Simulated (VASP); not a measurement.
Data:

```xyz
1
Lattice="0.0000 2.7149 2.7149 2.7149 0.0000 2.7149 2.7149 2.7149 0.0000" Properties=species:S:1:pos:R:3 pbc="T T T"
Ca     0.0000     0.0000     0.0000
```

Calculation: PBEsol GGA, VASP's PBE PAW potentials (set 64) (plane waves; VASP). Run with 480 eV cut-off, 10×10×10 Γ-centred mesh, first-order Methfessel-Paxton smearing of 0.10 eV, potentials Ca_sv.

Question: Predict the energy per atom (σ→0), band gap (on the k-mesh) with the smallest direct gap where there is one.

Answer: 
```yaml
band gap (on the k-mesh): none (metal, semimetal or under 0.01 eV)
energy per atom (σ→0): -2.134 eV/atom
```

Only differences to runs with the same potentials and settings are physical.

The compound is Ca in the fcc structure. This cell was strained or had an atom moved on purpose.
